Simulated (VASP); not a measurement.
Here is the system:

```xyz
2
Lattice="1.7700 -3.0657 0.0000 1.7700 3.0657 0.0000 0.0000 0.0000 5.5500" Properties=species:S:1:pos:R:3 pbc="T T T"
Tm     1.7700     1.0219     1.3875
Tm     1.7700    -1.0219     4.1625
```
Cell charge -0.5.

All values below come from PBE GGA, VASP's PBE PAW potentials (set 64) (plane waves; VASP). Numerical set-up: NELECT = 18.5, 400 eV cut-off, 11×11×6 Γ-centred mesh, Gaussian smearing of 0.050 eV, potentials Tm_3.

The 4f electrons are frozen in the core of the lanthanide potential, so 4f levels, which can set the real gap, and their magnetism are missing. The cell is charged, with a uniform compensating background.

Question: Give the stress tensor in GPa (positive for a compressed cell).

Answer: 
```
7.32  0.00  0.00
0.00  7.32  0.00
0.00  0.00  5.66
```
The pressure is its mean diagonal, 6.77 GPa.

The compound is Tm in the hcp structure. The cell was not relaxed at this level. The run is one of a series of settings (ISMEAR = 0, NELECT = 18.5, SIGMA = 0.05 against the base run), some of them coarse on purpose.
